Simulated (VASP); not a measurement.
# PdAu3 (Pm-3m) in VASP: further runs

One crystal, PdAu3, is run at these levels: LDA; tasks: single point, relaxation of cell and atoms.

All numbers are computed with VASP 6.6.1; they aren't measurements. Logs are shortened: lines on timing, memory, paths and dates and some standing lists are left out, and cuts for length are marked.

**1. The crystal as given**

It takes space group Pm-3m (No. 221, cubic). The conventional cell has a = 3.990 Å, b = 3.990 Å, c = 3.990 Å, α = 90.00°, β = 90.00°, γ = 90.00°. Around Pd (site symmetry m-3m) lie 12 Au at 2.82 Å. Au (site symmetry 4/mmm) has 4 Pd at 2.82 Å and 8 Au at 2.82 Å as nearest neighbours.

The cell was built by a generator and needn't be a form met in nature.

**2. Single point, LDA**

The input, INCAR:

```
  PREC = Accurate
  ENCUT = 520
  EDIFF = 1E-6
  ISMEAR = -1
  SIGMA = 0.0102
  LREAL = False
  LASPH = True
  NELM = 100
  ALGO = Normal
  ISIF = 2
  LWAVE = False
  LCHARG = False
  GGA = CA
  NBANDS = 30
```

The input, KPOINTS:

```
regular mesh
0
Gamma
  5 5 5
```

The input, POSCAR:

```
PdAu3
1.0
    3.9900098363      0.0000000000      0.0000000000
    0.0000000000      3.9900098363      0.0000000000
    0.0000000000      0.0000000000      3.9900098363
Pd Au
1 3
Direct
    0.0000000000      0.0000000000      0.0000000000
    0.0000000000      0.5000000000      0.5000000000
    0.5000000000      0.0000000000      0.5000000000
    0.5000000000      0.5000000000      0.0000000000
```

Potentials or basis: VASP PAW LDA potentials, release 64 (Pd, Au).

Started as:

```bash
$ cat potpaw_LDA.64/Pd/POTCAR potpaw_LDA.64/Au/POTCAR > POTCAR
$ mpirun -np 1 vasp_std > vasp.out
```

OUTCAR:

```text
PREC = Accurate
   ENCUT = 520
   EDIFF = 1E-6
   ISMEAR = -1
   LREAL = False
   LASPH = True
   NELM = 100
   ISIF = 2
   GGA = CA

 ion  position               nearest neighbor table
   1  0.000  0.000  0.000-   2 2.82   3 2.82   4 2.82   2 2.82   3 2.82   2 2.82   4 2.82   2 2.82
                             3 2.82   4 2.82   3 2.82   4 2.82
   2  0.000  0.500  0.500-   1 2.82   3 2.82   4 2.82   1 2.82   4 2.82   1 2.82   3 2.82   1 2.82
                             3 2.82   4 2.82   4 2.82   3 2.82
   3  0.500  0.000  0.500-   1 2.82   2 2.82   4 2.82   1 2.82   4 2.82   2 2.82   4 2.82   4 2.82
                             1 2.82   2 2.82   1 2.82   2 2.82
   4  0.500  0.500  0.000-   1 2.82   2 2.82   3 2.82   2 2.82   3 2.82   1 2.82   3 2.82   3 2.82
                             1 2.82   2 2.82   2 2.82   1 2.82

  LATTYP: Found a simple cubic cell.
 ALAT       =     3.9900098363

  Lattice vectors:

 A1 = (   3.9900098363,   0.0000000000,   0.0000000000)
 A2 = (   0.0000000000,   3.9900098363,   0.0000000000)
 A3 = (   0.0000000000,   0.0000000000,   3.9900098363)

Analysis of symmetry for initial positions (statically):
=====================================================================
 Subroutine PRICEL returns:
 Original cell was already a primitive cell.

 Routine SETGRP: Setting up the symmetry group for a
 simple cubic supercell.

 Subroutine GETGRP returns: Found 48 space group operations
 (whereof 48 operations were pure point group operations)
 out of a pool of 48 trial point group operations.

The static configuration has the point symmetry O_h .

Analysis of symmetry for dynamics (positions and initial velocities):
=====================================================================
 Subroutine PRICEL returns:
 Original cell was already a primitive cell.

 Routine SETGRP: Setting up the symmetry group for a
 simple cubic supercell.

 Subroutine GETGRP returns: Found 48 space group operations
 (whereof 48 operations were pure point group operations)
 out of a pool of 48 trial point group operations.

The dynamic configuration has the point symmetry O_h .

 Subroutine INISYM returns: Found 48 space group operations
 (whereof 48 operations are pure point group operations),
 and found     1 'primitive' translations

----------------------------------------------------------------------------------------

                                     Primitive cell
[... 79 lines left out ...]
   NELM   =    100;   NELMIN=  2; NELMDL= -5     # of ELM steps
   EDIFF  = 0.1E-05   stopping-criterion for ELM
   LREAL  =      F    real-space projection
   EDIFFG = 0.1E-04   stopping-criterion for IOM
   NSW    =      0    number of steps for IOM
   IBRION =     -1    ionic relax: 0-MD 1-quasi-New 2-CG
   NFREE  =      0    steps in history (QN), initial steepest desc. (CG)
   ISIF   =      2    stress and relaxation
   ISYM   =      2    0-nonsym 1-usesym 2-fastsym
   POTIM  = 0.5000    time-step for ionic-motion
   TEBEG  =    0.0;   TEEND  =   0.0 temperature during run
   PSTRESS=    0.0 pullay stress
   NELECT =      43.0000    total number of electrons
   NUPDOWN=      -1.0000    fix difference up-down
   EMIN   =  10.00;   EMAX   =-10.00  energy-range for DOS
   EFERMI =   0.00;   METHOD = LEGACY
   ISMEAR =    -1;   SIGMA  =   0.01  broadening in eV -4-tet -1-fermi 0-gaus
   EFERMI_NEDOS =   21; number of points for ismear=-14 and -15
   IALGO  =     38    algorithm
   IMIX   =      4    mixing-type and parameters
     AMIX     =   0.40;   BMIX     =  1.00
     AMIX_MAG =   1.60;   BMIX_MAG =  1.00
  volume/ion in A,a.u.               =      15.88       107.17
  Fermi-wavevector in a.u.,A,eV,Ry     =   1.437442  2.716372 28.112898  2.066240
  Thomas-Fermi vector in A             =   2.556519
   LORBIT       =      0    0 simple, 1 ext, 2 COOP (PROOUT), +10 PAW based schemes
   GGA     = CA    functional components
   LHFCALC =     F    Hartree Fock is set to
   AEXX    =    0.0000 exact exchange contribution
   IVDW    =     0    specifies the selected vdW correction
   LEPSILON=     F    determine dielectric tensor
   LRPA    =     F    only Hartree local field effects (RPA)
 non-spin polarized calculation
  energy-cutoff  :      520.00
  volume of cell :       63.52
 maximum number of plane-waves:      1743
 NGX is ok and might be reduce to    30
   NGX = 15   NGY = 15   NGZ = 15

 number of electron      43.0000000 magnetization

 Free energy of the ion-electron system (eV)
  ---------------------------------------------------
  ext. energy  EPLUGINS =         0.00000000
  ---------------------------------------------------
  free energy    TOTEN  =       -20.20418361 eV

  energy without entropy =      -20.20318082  energy(sigma->0) =      -20.20368222

 E-fermi :  10.1053     XC(G=0): -13.3108

 val. band max:        9.4590818614   @ k =   0.0000   0.0000   0.0000
 cond. band min:      10.1188759492   @ k =   0.4000   0.4000   0.0000
 fundamental gap:      0.6597940878
 Fermi energy:        10.1052572096

 k-point     1 :       0.0000    0.0000    0.0000
  band No.  band energies     occupation
      1       0.1357      2.00000
      2       2.6035      2.00000
      3       3.0271      2.00000
      4       3.0271      2.00000
      5       3.1274      2.00000
      6       3.1274      2.00000
[... 319 lines left out ...]
     29      24.6064      0.00000
     30      24.8095      0.00000

------------------------ aborting loop because EDIFF is reached ----------------------------------------

  FORCE on cell =-STRESS in cart. coord.  units (eV):
  Direction    XX          YY          ZZ          XY          YZ          ZX
  --------------------------------------------------------------------------------------
  -------------------------------------------------------------------------------------
  Total        0.2123538      0.2123538      0.2123538      0.0000000      0.0000000     -0.0000000
  in kB        5.3560996      5.3560996      5.3560996      0.0000000      0.0000000     -0.0000000
  external PRESSURE =       5.3560996 kB  Pullay stress =       0.0000000 kB

 VOLUME and BASIS-vectors are now :
 -----------------------------------------------------------------------------
  energy-cutoff  :      520.00
  volume of cell :       63.52
      direct lattice vectors                 reciprocal lattice vectors
     3.990009836  0.000000000  0.000000000     0.250625949  0.000000000  0.000000000
     0.000000000  3.990009836  0.000000000     0.000000000  0.250625949  0.000000000
     0.000000000  0.000000000  3.990009836     0.000000000  0.000000000  0.250625949

 POSITION                                       TOTAL-FORCE (eV/Angst)
 -----------------------------------------------------------------------------------
      0.00000      0.00000      0.00000         0.000000      0.000000      0.000000
      0.00000      1.99500      1.99500         0.000000      0.000000      0.000000
      1.99500      0.00000      1.99500         0.000000      0.000000      0.000000
      1.99500      1.99500      0.00000         0.000000      0.000000      0.000000
 -----------------------------------------------------------------------------------
    total drift:                                0.000000      0.000000     -0.000000

  FREE ENERGIE OF THE ION-ELECTRON SYSTEM (eV)
  ---------------------------------------------------
  free  energy   TOTEN  =       -20.2041836099 eV

  energy  without entropy=      -20.2031808246  energy(sigma->0) =      -20.20368222
```

OSZICAR:

```text
N       E                     dE             d eps       ncg     rms          rms(c)
DAV:   1     0.281826641632E+03    0.28183E+03   -0.21850E+04   600   0.138E+03
DAV:   2    -0.150870009722E+02   -0.29691E+03   -0.28396E+03   672   0.322E+02
DAV:   3    -0.218449100089E+02   -0.67579E+01   -0.67106E+01   690   0.510E+01
DAV:   4    -0.218907483529E+02   -0.45838E-01   -0.45830E-01   648   0.436E+00
DAV:   5    -0.218914652100E+02   -0.71686E-03   -0.71685E-03   690   0.566E-01    0.202E+01
DAV:   6    -0.204905062492E+02    0.14010E+01   -0.59640E+00   660   0.273E+01    0.145E+01
DAV:   7    -0.203533525738E+02    0.13715E+00   -0.38573E+00   660   0.146E+01    0.745E+00
DAV:   8    -0.202103371234E+02    0.14302E+00   -0.53044E-01   666   0.853E+00    0.343E+00
DAV:   9    -0.202061037060E+02    0.42334E-02   -0.25708E-02   660   0.112E+00    0.448E-01
DAV:  10    -0.202042315574E+02    0.18721E-02   -0.11793E-02   648   0.964E-01    0.973E-02
DAV:  11    -0.202041835800E+02    0.47977E-04   -0.56244E-04   654   0.230E-01    0.303E-02
DAV:  12    -0.202041836099E+02   -0.29931E-07   -0.85663E-06   702   0.243E-02
   1 F= -.20204184E+02 E0= -.20203682E+02  d E =-.100279E-02
```

Run time: 13 s. Hardware: 1 thread of Intel Xeon Platinum 8488C (Sapphire Rapids), shared host; peak memory 0.15 GiB.

What came out:

```
Free energy            : -20.2042 eV
Pressure               : 0.5 GPa
Band gap on the k mesh : none (metal or under the smearing width)
```

Spin-orbit coupling is left out, which matters for the levels of Au.

**3. Relaxation of cell and atoms, LDA**

This run uses another cell than the first one, of 16.04 Å³/atom, 1.010 times its volume.

The input, INCAR:

```
ALGO = Fast ; EDIFF = 1E-6
EDIFFG = -0.01 ; ENCUT = 600
GGA = CA ; IBRION = 2
ISIF = 3 ; ISMEAR = -1
LASPH = T ; LCHARG = F
LREAL = F ; LWAVE = F
NELM = 100 ; NSW = 60
PREC = Accurate ; SIGMA = 0.0102
```

The input, KPOINTS:

```
k-points
0
Gamma
  5 5 5
```

The input, POSCAR:

```
PdAu3
1.0
    4.0032500300      0.0000000000      0.0000000000
    0.0000000000      4.0032500300      0.0000000000
    0.0000000000      0.0000000000      4.0032500300
Pd Au
1 3
Direct
    0.0000000000      0.0000000000      0.0000000000
    0.0000000000      0.5000000000      0.5000000000
    0.5000000000      0.0000000000      0.5000000000
    0.5000000000      0.5000000000      0.0000000000
```

Potentials or basis: VASP PAW LDA potentials, release 64 (Pd, Au).

Started as:

```bash
$ cat potpaw_LDA.64/Pd/POTCAR potpaw_LDA.64/Au/POTCAR > POTCAR
$ mpirun -np 1 vasp_std > vasp.out
```

OUTCAR:

```text
EDIFF = 1E-6
   EDIFFG = -0.01
   ENCUT = 600
   GGA = CA
   IBRION = 2
   ISIF = 3
   ISMEAR = -1
   LASPH = T
   LREAL = F
   NELM = 100
   NSW = 60
   PREC = Accurate

 ion  position               nearest neighbor table
   1  0.000  0.000  0.000-   2 2.83   3 2.83   4 2.83   2 2.83   3 2.83   2 2.83   4 2.83   2 2.83
                             3 2.83   4 2.83   3 2.83   4 2.83
   2  0.000  0.500  0.500-   1 2.83   3 2.83   4 2.83   1 2.83   4 2.83   1 2.83   3 2.83   1 2.83
                             3 2.83   4 2.83   4 2.83   3 2.83
   3  0.500  0.000  0.500-   1 2.83   2 2.83   4 2.83   1 2.83   4 2.83   2 2.83   4 2.83   4 2.83
                             1 2.83   2 2.83   1 2.83   2 2.83
   4  0.500  0.500  0.000-   1 2.83   2 2.83   3 2.83   2 2.83   3 2.83   1 2.83   3 2.83   3 2.83
                             1 2.83   2 2.83   2 2.83   1 2.83

  LATTYP: Found a simple cubic cell.
 ALAT       =     4.0032500300

  Lattice vectors:

 A1 = (   4.0032500300,   0.0000000000,   0.0000000000)
 A2 = (   0.0000000000,   4.0032500300,   0.0000000000)
 A3 = (   0.0000000000,   0.0000000000,   4.0032500300)

Analysis of symmetry for initial positions (statically):
=====================================================================
 Subroutine PRICEL returns:
 Original cell was already a primitive cell.

 Routine SETGRP: Setting up the symmetry group for a
 simple cubic supercell.

 Subroutine GETGRP returns: Found 48 space group operations
 (whereof 48 operations were pure point group operations)
[... 144 lines left out ...]

--------------------------------------- Ionic step        1  -------------------------------------------

 number of electron      43.0000012 magnetization

 Free energy of the ion-electron system (eV)
  ---------------------------------------------------
  ext. energy  EPLUGINS =         0.00000000
  ---------------------------------------------------
  free energy    TOTEN  =       -20.20254742 eV

  energy without entropy =      -20.20154486  energy(sigma->0) =      -20.20204614

 E-fermi :   9.9154     XC(G=0): -13.2521

 val. band max:        9.2840017588   @ k =   0.0000   0.0000   0.0000
 cond. band min:       9.9289795295   @ k =   0.4000   0.4000   0.0000
 fundamental gap:      0.6449777707
 Fermi energy:         9.9153614908

 k-point     1 :       0.0000    0.0000    0.0000
  band No.  band energies     occupation
      1       0.0646      2.00000
      2       2.5258      2.00000
      3       2.9456      2.00000
      4       2.9456      2.00000
      5       3.0424      2.00000
      6       3.0424      2.00000
[... 344 lines left out ...]
--------------------------------------- Ionic step        3  -------------------------------------------

 number of electron      43.0000009 magnetization

 Free energy of the ion-electron system (eV)
  ---------------------------------------------------
  ext. energy  EPLUGINS =         0.00000000
  ---------------------------------------------------
  free energy    TOTEN  =       -20.20451983 eV

  energy without entropy =      -20.20351712  energy(sigma->0) =      -20.20401848

 E-fermi :  10.0492     XC(G=0): -13.2934

 val. band max:        9.4082637866   @ k =   0.0000   0.0000   0.0000
 cond. band min:      10.0628193482   @ k =   0.4000   0.4000   0.0000
 fundamental gap:      0.6545555616
 Fermi energy:        10.0492008618

 k-point     1 :       0.0000    0.0000    0.0000
  band No.  band energies     occupation
      1       0.1146      2.00000
      2       2.5805      2.00000
      3       3.0032      2.00000
      4       3.0032      2.00000
      5       3.1023      2.00000
      6       3.1023      2.00000
[... 300 lines left out ...]
  FREE ENERGIE OF THE ION-ELECTRON SYSTEM (eV)
  ---------------------------------------------------
  free  energy   TOTEN  =       -20.2045198306 eV

  energy  without entropy=      -20.2035171249  energy(sigma->0) =      -20.20401848

 reached required accuracy - stopping structural energy minimisation
```

OSZICAR:

```text
N       E                     dE             d eps       ncg     rms          rms(c)
DAV:   1     0.313924469248E+03    0.31392E+03   -0.24348E+04   500   0.186E+03
DAV:   2    -0.130462618750E+02   -0.32697E+03   -0.31928E+03   589   0.385E+02
DAV:   3    -0.217983145779E+02   -0.87521E+01   -0.86684E+01   530   0.627E+01
[... 29 lines left out ...]
RMM:   5    -0.202044966956E+02   -0.76678E-04   -0.11549E-03   502   0.220E-01    0.281E-02
RMM:   6    -0.202045144296E+02   -0.17734E-04   -0.34210E-04   506   0.939E-02    0.168E-02
RMM:   7    -0.202045187363E+02   -0.43067E-05   -0.48861E-05   477   0.402E-02    0.941E-03
RMM:   8    -0.202045196897E+02   -0.95343E-06   -0.16480E-05   451   0.228E-02    0.693E-03
RMM:   9    -0.202045198306E+02   -0.14093E-06   -0.32277E-06   317   0.942E-03
   3 F= -.20204520E+02 E0= -.20204018E+02  d E =-.197241E-02
```

Run time: 23 s. Hardware: 1 thread of Intel Xeon Platinum 8488C (Sapphire Rapids), shared host; peak memory 0.17 GiB.

What came out:

```yaml
Free_energy: -20.2045 eV
Relaxed_volume: 15.93 Å³/atom
Relaxed_cell: a = 3.994 Å, b = 3.994 Å, c = 3.994 Å, α = 90.00°, β = 90.00°, γ = 90.00°
Space_group_after_relaxing_to_0.05_Å: Pm-3m (No. 221)
Energy_gained_by_relaxing: 0.5 meV/atom
Ionic_steps: 3
Pressure_after_relaxing: 0.0 GPa
Band_gap_on_the_k_mesh: none (metal or under the smearing width)
```

Step by step:
```csv
step,energy change (eV),largest force (eV/Å),pressure (GPa),volume (Å³)
1,0.0000,0.0000,-1.41,64.16
2,0.0055,0.0000,2.88,62.86
3,-0.0020,0.0000,-0.04,63.71
```

Final structure:
```
Pd Au
1.0
     3.99389    0.00000    0.00000
     0.00000    3.99389    0.00000
     0.00000    0.00000    3.99389
Pd Au
1 3
Direct
  0.00000 0.00000 0.00000
  0.00000 0.50000 0.50000
  0.50000 0.00000 0.50000
  0.50000 0.50000 0.00000
```

Spin-orbit coupling is left out, which matters for the levels of Au.
